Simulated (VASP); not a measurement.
Here is the system:

```yaml
crystal:
  lattice:
    - [5.52674, 0.00000, 0.00000]
    - [0.00000, 5.52674, 0.00000]
    - [0.00000, 0.00000, 5.52674]
  atoms:
    - { symbol: Cs, position: [0.00000, 0.00000, 0.00000] }
    - { symbol: Pb, position: [0.50000, 0.50000, 0.50000] }
    - { symbol: Cl, position: [0.50000, 0.00000, 0.50000] }
    - { symbol: Cl, position: [0.00000, 0.50000, 0.50000] }
    - { symbol: Cl, position: [0.50000, 0.50000, 0.00000] }
```

Level of theory: LDA (Ceperley-Alder, Perdew-Zunger), VASP's LDA PAW potentials (set 64) (plane waves; VASP). Settings: 400 eV cut-off, 4×4×4 Γ-centred mesh, Gaussian smearing of 0.050 eV, potentials Cs_sv Pb_d Cl.

Unless said otherwise, spin-orbit coupling is left out, though it shifts the bands of the heavy elements here.

Problem. What does the run give for the energy per atom (σ→0), band gap (on the k-mesh) with the smallest direct gap where there is one?

Solution. 
The band gap (on the k-mesh) is 1.51 eV, the smallest direct gap (on the k-mesh) is 1.51 eV and the energy per atom (σ→0) is -3.880 eV/atom.

The compound is CsPbCl3 in the cubic perovskite structure, the ideal cubic form; the compound distorts at low or room temperature. It was relaxed first. The start is the result of an earlier pass.
